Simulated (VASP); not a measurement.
The input files of a VASP run:

**POSCAR**
```
Tm
1
    3.4116643800    -5.9091769365     0.0000000000
    3.4116643800     5.9091769365     0.0000000000
    0.0000000000     0.0000000000    10.6975917000
Tm
2
Direct
  0.3333330000   0.6666670000   0.2500000000
  0.6666670000   0.3333330000   0.7500000000
```

KPOINTS:
```
Automatic mesh
0
Gamma
3 3 2
0 0 0
```

INCAR:
```
SYSTEM = Tm
PREC = Accurate
ENCUT = 400
EDIFF = 1E-6
NELM = 100
ALGO = Normal
LREAL = .FALSE.
LASPH = .TRUE.
ISMEAR = 1
SIGMA = 0.1
GGA = PE
LMAXMIX = 6
LWAVE = .FALSE.
LCHARG = .FALSE.
ISIF = 2
```

POTCAR, in this order: Tm_3 (PBE.64 set). Program: vasp_std.

Output

standard output:
```
...
 WAVECAR not read
 entering main loop
       N       E                     dE             d eps       ncg     rms          rms(c)
DAV:   1     0.216001911390E+02    0.21600E+02   -0.69747E+03   204   0.758E+02
DAV:   2     0.100267006601E+01   -0.20598E+02   -0.20311E+02   196   0.164E+02
DAV:   3    -0.529471706607E+00   -0.15321E+01   -0.15177E+01   211   0.337E+01
DAV:   4    -0.684980928899E+00   -0.15551E+00   -0.15124E+00   284   0.994E+00
DAV:   5    -0.711946241760E+00   -0.26965E-01   -0.25202E-01   246   0.107E+00    0.354E+00
DAV:   6    -0.578977021862E+00    0.13297E+00   -0.72682E-01   216   0.254E+00    0.606E-01
DAV:   7    -0.585421185384E+00   -0.64442E-02   -0.78422E-02   216   0.101E+00    0.220E-01
DAV:   8    -0.591944862452E+00   -0.65237E-02   -0.31357E-02   201   0.459E-01    0.121E-01
DAV:   9    -0.596537094163E+00   -0.45922E-02   -0.19994E-02   216   0.358E-01    0.112E-01
DAV:  10    -0.598292242879E+00   -0.17551E-02   -0.10094E-02   217   0.226E-01    0.358E-02
DAV:  11    -0.599516164319E+00   -0.12239E-02   -0.92938E-03   216   0.146E-01    0.183E-02
DAV:  12    -0.600150553906E+00   -0.63439E-03   -0.58286E-03   260   0.117E-01    0.150E-02
DAV:  13    -0.600905023262E+00   -0.75447E-03   -0.69586E-03   216   0.875E-02    0.165E-02
DAV:  14    -0.601382911667E+00   -0.47789E-03   -0.46273E-03   222   0.642E-02    0.933E-03
DAV:  15    -0.601699464586E+00   -0.31655E-03   -0.30662E-03   216   0.483E-02    0.813E-03
DAV:  16    -0.601951973434E+00   -0.25251E-03   -0.24543E-03   211   0.438E-02    0.442E-03
DAV:  17    -0.602154772351E+00   -0.20280E-03   -0.19823E-03   168   0.295E-02    0.586E-03
DAV:  18    -0.602317145757E+00   -0.16237E-03   -0.16030E-03   163   0.324E-02    0.641E-03
DAV:  19    -0.602448382596E+00   -0.13124E-03   -0.12977E-03   168   0.226E-02    0.550E-03
DAV:  20    -0.602557482320E+00   -0.10910E-03   -0.10836E-03   163   0.225E-02    0.728E-03
DAV:  21    -0.602647441602E+00   -0.89959E-04   -0.89310E-04   168   0.188E-02    0.783E-03
DAV:  22    -0.602720772492E+00   -0.73331E-04   -0.71464E-04   163   0.187E-02    0.824E-03
DAV:  23    -0.602774727984E+00   -0.53955E-04   -0.51609E-04   184   0.172E-02    0.837E-03
DAV:  24    -0.602817224606E+00   -0.42497E-04   -0.40806E-04   163   0.162E-02    0.862E-03
DAV:  25    -0.602850211712E+00   -0.32987E-04   -0.32589E-04   168   0.137E-02    0.939E-03
DAV:  26    -0.602874955304E+00   -0.24744E-04   -0.25351E-04   158   0.122E-02    0.104E-02
DAV:  27    -0.602893405017E+00   -0.18450E-04   -0.19465E-04   168   0.967E-03    0.101E-02
DAV:  28    -0.602908548509E+00   -0.15143E-04   -0.15369E-04   168   0.910E-03    0.104E-02
DAV:  29    -0.602919844967E+00   -0.11296E-04   -0.11299E-04   168   0.791E-03    0.108E-02
DAV:  30    -0.602928558046E+00   -0.87131E-05   -0.81833E-05   163   0.876E-03    0.129E-02
DAV:  31    -0.602932237351E+00   -0.36793E-05   -0.39425E-05   168   0.794E-03    0.161E-02
DAV:  32    -0.602935961994E+00   -0.37246E-05   -0.34077E-05   163   0.721E-03    0.181E-02
DAV:  33    -0.602939158125E+00   -0.31961E-05   -0.23412E-05   168   0.716E-03    0.175E-02
DAV:  34    -0.602940884299E+00   -0.17262E-05   -0.17720E-05   163   0.736E-03    0.181E-02
DAV:  35    -0.602942872282E+00   -0.19880E-05   -0.12050E-05   168   0.640E-03    0.155E-02
DAV:  36    -0.602944201778E+00   -0.13295E-05   -0.99888E-06   163   0.500E-03    0.144E-02
DAV:  37    -0.602943926823E+00    0.27495E-06    0.17896E-05   176   0.534E-03    0.895E-03
DAV:  38    -0.602942580579E+00    0.13462E-05    0.17389E-05   158   0.421E-03    0.547E-03
DAV:  39    -0.602942311463E+00    0.26912E-06    0.61047E-06   163   0.340E-03

 -----------------------------------------------------------------------------
|                                                                             |
|               ----> ADVICE to this user running VASP <----                  |
|                                                                             |
|     Your highest band is occupied at some k-points! Unless you are          |
|     performing a calculation for an insulator or semiconductor, without     |
|     unoccupied bands, you have included TOO FEW BANDS!! Please increase     |
|     the parameter NBANDS in file INCAR to ensure that the highest band      |
|     is unoccupied at all k-points. It is always recommended to include      |
|     a few unoccupied bands to accelerate the convergence of                 |
|     molecular-dynamics runs (even for insulators or semiconductors),        |
|     since the presence of unoccupied bands improves wavefunction            |
|     prediction and helps to suppress 'band-crossings'.                      |
|                                                                             |
 -----------------------------------------------------------------------------

   1 F= -.60294231E+00 E0= -.59112687E+00  d E =-.354463E-01
```

### OUTCAR
```
------------------------ aborting loop because EDIFF is reached ----------------------------------------
  FORCE on cell =-STRESS in cart. coord.  units (eV):
  Direction    XX          YY          ZZ          XY          YZ          ZX
  --------------------------------------------------------------------------------------
  Total       -1.2451132     -1.2451135     -1.4822269      0.0000000     -0.0000000     -0.0000000
  in kB       -4.6249825     -4.6249839     -5.5057434      0.0000000     -0.0000000     -0.0000000
  external PRESSURE =      -4.9185699 kB  Pullay stress =       0.0000000 kB
  volume of cell :      431.33
      direct lattice vectors                 reciprocal lattice vectors
     3.411664380 -5.909176936  0.000000000     0.146556034 -0.084614153  0.000000000
     3.411664380  5.909176936  0.000000000     0.146556034  0.084614153  0.000000000
     0.000000000  0.000000000 10.697591700     0.000000000  0.000000000  0.093478984
 POSITION                                       TOTAL-FORCE (eV/Angst)
 -----------------------------------------------------------------------------------
      3.41166      1.96973      2.67440         0.000000      0.000000      0.000000
      3.41166     -1.96973      8.02319         0.000000     -0.000000      0.000000
 -----------------------------------------------------------------------------------
    total drift:                               -0.000058      0.000199     -0.000003
  FREE ENERGIE OF THE ION-ELECTRON SYSTEM (eV)
  ---------------------------------------------------
  free  energy   TOTEN  =        -0.6029423115 eV

  energy  without entropy=       -0.5674959908  energy(sigma->0) =       -0.59112687
```
(Selected blocks of OUTCAR.)

Read the log: what went wrong, and how is it fixed?

The cause: the lattice was typed in bohr, and VASP reads ångström. The run ends without an error. Against the sound run, the energy per atom (σ→0) rises by 4.168 eV/atom; the pressure increases by 1.62 GPa; the volume increases by 570 %. To mend it, correct POSCAR, correct KPOINTS.
File POSCAR:
```
Tm
1
    1.8054000000    -3.1270450000     0.0000000000
    1.8054000000     3.1270450000     0.0000000000
    0.0000000000     0.0000000000     5.6610000000
Tm
2
Direct
  0.3333330000   0.6666670000   0.2500000000
  0.6666670000   0.3333330000   0.7500000000
```
### KPOINTS
```
Automatic mesh
0
Gamma
9 9 5
0 0 0
```
The mended run (PBE GGA, plane waves, VASP's PBE PAW potentials (set 64)) converges, and its OSZICAR ends with
```
   1 F= -.89272825E+01 E0= -.89268486E+01  d E =-.130165E-02
```

The compound is Tm in the hcp structure. The cell was not relaxed at this level. VASP warned that the highest band is occupied, so more bands are needed. The 4f electrons are frozen in the core of the lanthanide potential, so 4f levels, which can set the real gap, and their magnetism are missing.
